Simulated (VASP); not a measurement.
Level of theory: r2SCAN meta-GGA, VASP's PBE PAW potentials (set 64) (plane waves; VASP).

VASP input:

File KPOINTS:
```
Automatic mesh
0
Gamma
10 10 10
0 0 0
```

**INCAR**
```
ALGO  =  Normal
EDIFF  =  1E-6
EDIFFG  =  -0.01
ENCUT  =  400
IBRION  =  2
ISIF  =  3
ISMEAR  =  1
LASPH  =  .True.
LCHARG  =  .False.
LMIXTAU  =  .True.
LREAL  =  .False.
LWAVE  =  .False.
METAGGA  =  R2SCAN
NELM  =  100
NSW  =  60
PREC  =  Accurate
SIGMA  =  0.1
SYSTEM  =  Ca
```

### POSCAR
```
Ca
1.0
 -2.2400000000   2.2400000000   2.2400000000
  2.2400000000  -2.2400000000   2.2400000000
  2.2400000000   2.2400000000  -2.2400000000
Ca
1
Direct
  0.0000000000   0.0000000000   0.0000000000
```

POTCAR, in this order: Ca_sv (PBE.64 set). Program: vasp_std.

The run wrote:

OUTCAR:
```
 ion  position               nearest neighbor table
   1  0.000  0.000  0.000-
  LATTYP: Found a body centered cubic cell.
 ALAT       =     4.4800000000
 Subroutine PRICEL returns:
 Original cell was already a primitive cell.
 Subroutine GETGRP returns: Found 48 space group operations
The static configuration has the point symmetry O_h .
The dynamic configuration has the point symmetry O_h .
 Subroutine INISYM returns: Found 48 space group operations
 Subroutine IBZKPT returns following result:
 Found     47 irreducible k-points:

 Following reciprocal coordinates:
            Coordinates               Weight
  0.000000  0.000000  0.000000      1.000000
  0.100000  0.000000  0.000000     12.000000
  0.200000  0.000000  0.000000     12.000000
  0.300000  0.000000  0.000000     12.000000
  0.400000  0.000000  0.000000     12.000000
  0.500000  0.000000  0.000000      6.000000
  0.100000  0.100000  0.000000     24.000000
  0.200000  0.100000 -0.000000     48.000000
  0.300000  0.100000  0.000000     48.000000
  0.400000  0.100000  0.000000     48.000000
  0.200000  0.200000  0.000000     24.000000
  0.300000  0.200000  0.000000     48.000000
  0.400000  0.200000 -0.000000     24.000000
  0.300000  0.300000  0.000000     24.000000
  0.100000  0.100000  0.100000      8.000000
  0.200000  0.100000  0.100000     24.000000
  0.300000  0.100000  0.100000     24.000000
  0.400000  0.100000  0.100000     12.000000
 -0.100000  0.100000  0.100000      6.000000
  0.200000  0.200000  0.100000     24.000000
  0.300000  0.200000  0.100000     48.000000
 -0.200000  0.200000  0.100000     24.000000
  0.300000  0.300000  0.100000      8.000000
 -0.300000  0.300000  0.100000     24.000000
 -0.200000  0.300000  0.100000     24.000000
...
```

File OSZICAR:
```
       N       E                     dE             d eps       ncg     rms          rms(c)
DAV:   1     0.528077331386E+02    0.52808E+02   -0.45935E+03   846   0.853E+02
DAV:   2    -0.776069965224E+01   -0.60568E+02   -0.60318E+02   881   0.224E+02
DAV:   3    -0.910480968822E+01   -0.13441E+01   -0.13326E+01  1259   0.340E+01
DAV:   4    -0.916097054266E+01   -0.56161E-01   -0.55950E-01  1394   0.545E+00
DAV:   5    -0.916250767563E+01   -0.15371E-02   -0.15338E-02  1287   0.414E-01    0.656E-01
DAV:   6    -0.682954541944E+01    0.23330E+01   -0.35219E+00   888   0.159E+01    0.233E+00
DAV:   7    -0.709254601539E+01   -0.26300E+00   -0.14157E-01  1236   0.336E+00    0.264E+00
DAV:   8    -0.695095114146E+01    0.14159E+00   -0.32339E-02   962   0.240E+00    0.200E+00
DAV:   9    -0.699180095021E+01   -0.40850E-01   -0.39938E-01  1130   0.605E+00    0.535E-01
DAV:  10    -0.680477926456E+01    0.18702E+00   -0.11719E-01  1056   0.230E+00    0.204E-01
DAV:  11    -0.701649351184E+01   -0.21171E+00   -0.12139E-01   861   0.253E+00    0.408E-01
DAV:  12    -0.701965969044E+01   -0.31662E-02   -0.45734E-03   938   0.584E-01    0.391E-01
DAV:  13    -0.701660918725E+01    0.30505E-02   -0.15806E-02   888   0.159E+00    0.167E-01
DAV:  14    -0.701525654899E+01    0.13526E-02   -0.24469E-03   900   0.522E-01    0.125E-01
DAV:  15    -0.701558178185E+01   -0.32523E-03   -0.35722E-04  1200   0.174E-01    0.927E-02
DAV:  16    -0.701564135810E+01   -0.59576E-04   -0.38013E-05  1401   0.690E-02    0.892E-02
DAV:  17    -0.701556261710E+01    0.78741E-04   -0.31482E-04   894   0.252E-01    0.669E-02
DAV:  18    -0.701543465020E+01    0.12797E-03   -0.16801E-04   886   0.165E-01    0.392E-02
DAV:  19    -0.701543297780E+01    0.16724E-05   -0.61286E-06  1143   0.248E-02    0.381E-02
DAV:  20    -0.701543728355E+01   -0.43057E-05   -0.14167E-05  1055   0.426E-02    0.155E-02
DAV:  21    -0.701542334392E+01    0.13940E-04   -0.55232E-06  1056   0.237E-02    0.687E-03
DAV:  22    -0.701542218153E+01    0.11624E-05   -0.86200E-07   960   0.108E-02    0.324E-03
DAV:  23    -0.701541942324E+01    0.27583E-05   -0.16605E-07   508   0.508E-03    0.183E-03
DAV:  24    -0.701541981942E+01   -0.39619E-06   -0.88125E-08   509   0.351E-03
   1 F= -.70154198E+01 E0= -.70154219E+01  d E =-.701542E+01
       N       E                     dE             d eps       ncg     rms          rms(c)
DAV:   1    -0.705558215234E+01   -0.40163E-01   -0.12147E+00   863   0.139E+01    0.110E+00
DAV:   2    -0.702564124055E+01    0.29941E-01   -0.10606E-01   974   0.403E+00    0.656E-01
DAV:   3    -0.701811591231E+01    0.75253E-02   -0.68649E-02  1197   0.236E+00    0.255E-01
DAV:   4    -0.701830802057E+01   -0.19211E-03   -0.69302E-03  1095   0.723E-01    0.742E-02
DAV:   5    -0.701850823764E+01   -0.20022E-03   -0.15686E-03   929   0.274E-01    0.450E-02
DAV:   6    -0.701841717548E+01    0.91062E-04   -0.64242E-04  1390   0.138E-01    0.370E-02
DAV:   7    -0.701791979911E+01    0.49738E-03   -0.13044E-04   883   0.771E-02    0.149E-02
DAV:   8    -0.701796728590E+01   -0.47487E-04   -0.24040E-05   921   0.552E-02    0.117E-02
DAV:   9    -0.701789545442E+01    0.71831E-04   -0.16286E-05   891   0.332E-02    0.217E-03
DAV:  10    -0.701788927249E+01    0.61819E-05   -0.52044E-06  1059   0.210E-02    0.365E-03
DAV:  11    -0.701788725477E+01    0.20177E-05   -0.91867E-07  1100   0.774E-03    0.189E-03
DAV:  12    -0.701788834991E+01   -0.10951E-05   -0.19221E-07   461   0.604E-03    0.115E-04
DAV:  13    -0.701788803954E+01    0.31037E-06   -0.20765E-08   441   0.181E-03
   2 F= -.70178880E+01 E0= -.70178790E+01  d E =-.246822E-02
       N       E                     dE             d eps       ncg     rms          rms(c)
DAV:   1    -0.702400299964E+01   -0.61146E-02   -0.19129E-01   871   0.556E+00    0.431E-01
DAV:   2    -0.701934348025E+01    0.46595E-02   -0.16994E-02   974   0.159E+00    0.263E-01
DAV:   3    -0.701832378505E+01    0.10197E-02   -0.11597E-02  1213   0.950E-01    0.111E-01
DAV:   4    -0.701820411042E+01    0.11967E-03   -0.12334E-03  1078   0.284E-01    0.303E-02
DAV:   5    -0.701822161082E+01   -0.17500E-04   -0.28742E-04   928   0.117E-01    0.186E-02
DAV:   6    -0.701821152578E+01    0.10085E-04   -0.10505E-04  1378   0.578E-02    0.146E-02
DAV:   7    -0.701812356956E+01    0.87956E-04   -0.22037E-05   874   0.321E-02    0.609E-03
DAV:   8    -0.701812690093E+01   -0.33314E-05   -0.34132E-06   889   0.214E-02    0.455E-03
DAV:   9    -0.701811971430E+01    0.71866E-05   -0.20885E-06   916   0.120E-02    0.593E-04
DAV:  10    -0.701812122160E+01   -0.15073E-05   -0.60199E-07   939   0.654E-03    0.101E-03
DAV:  11    -0.701812061471E+01    0.60689E-06   -0.75493E-08   431   0.278E-03
   3 F= -.70181206E+01 E0= -.70180991E+01  d E =-.270080E-02
```

File OUTCAR:
```
------------------------ aborting loop because EDIFF is reached ----------------------------------------
  FORCE on cell =-STRESS in cart. coord.  units (eV):
  Direction    XX          YY          ZZ          XY          YZ          ZX
  --------------------------------------------------------------------------------------
  Total       -0.0018169     -0.0018169     -0.0018169      0.0000000     -0.0000000      0.0000000
  in kB       -0.0669083     -0.0669083     -0.0669083      0.0000000     -0.0000000      0.0000000
  external PRESSURE =      -0.0669083 kB  Pullay stress =       0.0000000 kB
  volume of cell :       43.51
      direct lattice vectors                 reciprocal lattice vectors
    -2.215629916  2.215629916  2.215629916     0.000000000  0.225669457  0.225669457
     2.215629916 -2.215629916  2.215629916     0.225669457  0.000000000  0.225669457
     2.215629916  2.215629916 -2.215629916     0.225669457  0.225669457  0.000000000
 POSITION                                       TOTAL-FORCE (eV/Angst)
 -----------------------------------------------------------------------------------
      0.00000     -0.00000      0.00000        -0.000000      0.000000      0.000000
 -----------------------------------------------------------------------------------
    total drift:                                0.000000     -0.000000      0.000000
  FREE ENERGIE OF THE ION-ELECTRON SYSTEM (eV)
  ---------------------------------------------------
  free  energy   TOTEN  =        -7.0181206147 eV

  energy  without entropy=       -7.0180562121  energy(sigma->0) =       -7.01809915

 reached required accuracy - stopping structural energy minimisation
```
(Selected blocks of OUTCAR.)

### CONTCAR
```
Ca
   1.00000000000000
    -2.2156299159800552    2.2156299159800552    2.2156299159800552
     2.2156299159800552   -2.2156299159800552    2.2156299159800552
     2.2156299159800552    2.2156299159800552   -2.2156299159800552
  Ca
     1
Direct
     0.0000000000000000    0.0000000000000000    0.0000000000000000
```

Energy and stress use the plane-wave basis of the starting cell.

The structure comes from a measured Ca entry (Im-3m) of the Crystallography Open Database, whose conditions weren't checked. This run relaxes it. Symmetry was kept, so distortions that lower it aren't found.
